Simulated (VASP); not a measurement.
Calculation: PBEsol GGA, VASP's PBE PAW potentials (set 64) (plane waves; VASP).

VASP ran on this input.

### INCAR
```
SYSTEM = Hg3ZnTe4
PREC = Accurate
ENCUT = 400
EDIFF = 1E-7
NELM = 100
ALGO = Normal
LREAL = .FALSE.
LASPH = .TRUE.
ISMEAR = 0
SIGMA = 0.05
GGA = PS
LMAXMIX = 6
LWAVE = .FALSE.
LCHARG = .FALSE.
LORBIT = 11
ICHARG = 11
```

POSCAR:
```
Hg3ZnTe4
6.4002380
  1.0000000462   0.0000000000   0.0000000000
  0.0000000000   1.0000000462   0.0000000000
  0.0000000000   0.0000000000   1.0000000462
Zn Te Hg
1 4 3
direct
  0.0000000000   0.0000000000   0.0000000000
  0.2390505818   0.2390505818   0.2390505818
  0.7609494182   0.7609494182   0.2390505818
  0.7609494182   0.2390505818   0.7609494182
  0.2390505818   0.7609494182   0.7609494182
  0.5000000000   0.5000000000   0.0000000000
  0.5000000000   0.0000000000   0.5000000000
  0.0000000000   0.5000000000   0.5000000000
```

**KPOINTS**
```
k-points along high-symmetry lines
15
Line-mode
Reciprocal
  0.000000   0.000000   0.000000 ! GAMMA
  0.000000   0.500000   0.000000 ! X

  0.000000   0.500000   0.000000 ! X
  0.500000   0.500000   0.000000 ! M

  0.500000   0.500000   0.000000 ! M
  0.000000   0.000000   0.000000 ! GAMMA

  0.000000   0.000000   0.000000 ! GAMMA
  0.500000   0.500000   0.500000 ! R

  0.500000   0.500000   0.500000 ! R
  0.000000   0.500000   0.000000 ! X

  0.500000   0.500000   0.500000 ! R
  0.500000   0.500000   0.000000 ! M
```

POTCAR, in this order: Zn Te Hg (PBE.64 set). Program: vasp_std. Read from the step before: CHGCAR.

Question: What will the output report for the number of irreducible k-points (NKPTS), number of bands (NBANDS), largest plane-wave count, number of space-group operations, FFT grid (NGX, NGY, NGZ)?

Answer: 
```json
{
 "number of irreducible k-points (NKPTS)": "90",
 "number of bands (NBANDS)": "43",
 "largest_plane_wave_count": "4800",
 "number_of_space_group_operations": "24",
 "FFT grid (NGX, NGY, NGZ)": "42 × 42 × 42"
}
```

The structure was generated: Hg3ZnTe4 was put into an ordered model structure (P-43m), which need not be its known phase. It was relaxed first.
